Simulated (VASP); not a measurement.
Here is the system:

```
CELL_PARAMETERS angstrom
      3.33377     0.00000     0.00000
     -1.66688     2.88713     0.00000
      0.00000     0.00000     5.60045
ATOMIC_POSITIONS crystal
  Sn 0.33333 0.66667 0.25000
  Sn 0.66667 0.33333 0.75000
```

Method: r2SCAN meta-GGA, VASP's PBE PAW potentials (set 64) (plane waves; VASP). Numerical set-up: 400 eV cut-off, 14×14×8 Γ-centred mesh, tetrahedra with Blöchl corrections, potentials Sn_d.

Unless said otherwise, spin-orbit coupling is left out, though it shifts the bands of the heavy elements here.

Predict the energy per atom (σ→0), band gap (over mesh and band path) with the smallest direct gap where there is one.

```json
{
  "band gap (over mesh and band path)": "none (metal, semimetal or under 0.01 eV)",
  "energy per atom (σ→0)": "-24510 meV/atom"
}
```

Total energies compare only between runs with the same potentials, cut-off and functional.

The structure was generated: Sn was put into the hcp type (P6_3/mmc), which need not be its known phase. It was relaxed first.
